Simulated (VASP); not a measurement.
Set up this calculation in VASP 6.6.1, as the native input.

- Task: relaxation of cell and atoms
- Functional: PBE
- Potentials or basis: VASP PAW PBE potentials, release 64 (Be, Zn, Se)
- Cutoff: 520 eV
- k mesh: 8 × 8 × 4
- Occupations: gaussian, width 0.03 eV
- Spin: no spin polarisation
- Further INCAR settings: ALGO = Normal; EDIFF = 1e-06; IBRION = 2; EDIFFG = -0.01; NSW = 90; ISIF = 3

The structure of BeZn2Se3 lies in POSCAR:

```
BeZn2Se3
1.0
    3.9403723600      0.0000000000      0.0000000000
   -1.9701861800      3.4124625700      0.0000000000
    0.0000000000      0.0000000000      9.6250000000
Be Zn Se
1 2 3
Direct
    0.0000000000      0.0000000000      0.6669090900
    0.6666666700      0.3333333300      0.9934545500
    0.3333333300      0.6666666700      0.3425454500
    0.6666666700      0.3333333300      0.2494545500
    0.3333333300      0.6666666700      0.5991688300
    0.0000000000      0.0000000000      0.8985974000
```

The cell was built by a generator and needn't be a form met in nature.

One way to write it, as run:

INCAR

```
SYSTEM = BeZn2Se3
ALGO     = Normal         ! electronic algorithm
EDIFF    = 1E-6           ! SCF threshold, eV
EDIFFG   = -0.01          ! ionic threshold
ENCUT    = 520            ! plane-wave cutoff, eV
GGA      = PE             ! functional
IBRION   = 2              ! ionic algorithm
ISIF     = 3              ! what is computed and relaxed
ISMEAR   = 0              ! smearing method
KPAR     = 4            
LASPH    = .True.         ! aspherical terms in the spheres
LCHARG   = .False.        ! write CHGCAR
LREAL    = .False.        ! projectors in reciprocal space
LWAVE    = .False.        ! write WAVECAR
NELM     = 120            ! most SCF steps
NSW      = 90             ! ionic steps
PREC     = Accurate       ! precision mode
SIGMA    = 0.03           ! smearing width, eV
```

KPOINTS

```
k-points
0
Gamma
  8 8 4
  0 0 0
```

Potentials or basis: VASP PAW PBE potentials, release 64 (Be, Zn, Se).

Command:

```bash
$ cat potpaw_PBE.64/Be/POTCAR potpaw_PBE.64/Zn/POTCAR potpaw_PBE.64/Se/POTCAR > POTCAR
$ mpirun -np 4 vasp_std > vasp.out
```

It gave:

| Quantity | Value |
| --- | --- |
| Relaxed volume | 21.52 Å³/atom |
| Relaxed cell | a = 3.928 Å, b = 3.928 Å, c = 9.661 Å, α = 90.00°, β = 90.00°, γ = 120.00° |
| Space group after relaxing (to 0.05 Å) | P3m1 (No. 156) |
| Energy gained by relaxing | 0.3 meV/atom |
| Ionic steps | 6 |
| Pressure after relaxing | 0.1 GPa |
| Largest force after relaxing | 0.005 eV/Å |
| Band gap on the k mesh | 1.74 eV, direct |

Wall time 84 s on 4 MPI ranks on Intel(R) Xeon(R) Platinum 8559C (Emerald Rapids), with other jobs on the host, peak memory 0.32 GiB a rank.
